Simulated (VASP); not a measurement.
# ScAl (relaxed from the zinc blende structure, space group F-43m): computed properties

Method: r2SCAN meta-GGA, VASP's PBE PAW potentials (set 64) (plane waves; VASP).

```
Item                                                                                                      Result
----------------------------------  ----------------------------------------------------------------------------
space group                                                                                          F-43m (216)
cell                                a = 6.4513 Å, b = 6.4513 Å, c = 6.4513 Å, α = 90.00°, β = 90.00°, γ = 90.00°
volume per atom                                                                                    33.56 Å³/atom
band gap (over mesh and band path)                                      none (metal, semimetal or under 0.01 eV)
density                                                                                               1.78 g/cm³
```

```cif
data_AlSc
_chemical_formula_sum 'Sc1 Al1'
_space_group_name_H-M_alt 'P 1'
_space_group_IT_number 1
_cell_length_a 4.56175
_cell_length_b 4.56175
_cell_length_c 4.56175
_cell_angle_alpha 60.000
_cell_angle_beta 60.000
_cell_angle_gamma 60.000
loop_
_space_group_symop_operation_xyz
  'x, y, z'
loop_
_atom_site_label
_atom_site_type_symbol
_atom_site_fract_x
_atom_site_fract_y
_atom_site_fract_z
_atom_site_occupancy
Sc1 Sc 0.00000 0.00000 0.00000 1
Al1 Al 0.25000 0.25000 0.25000 1
```

The structure was generated: ScAl was put into the zinc blende type (F-43m), which need not be its known phase. It was relaxed first, which changed the volume by -12 %. Symmetry was kept, so distortions that lower it aren't found.
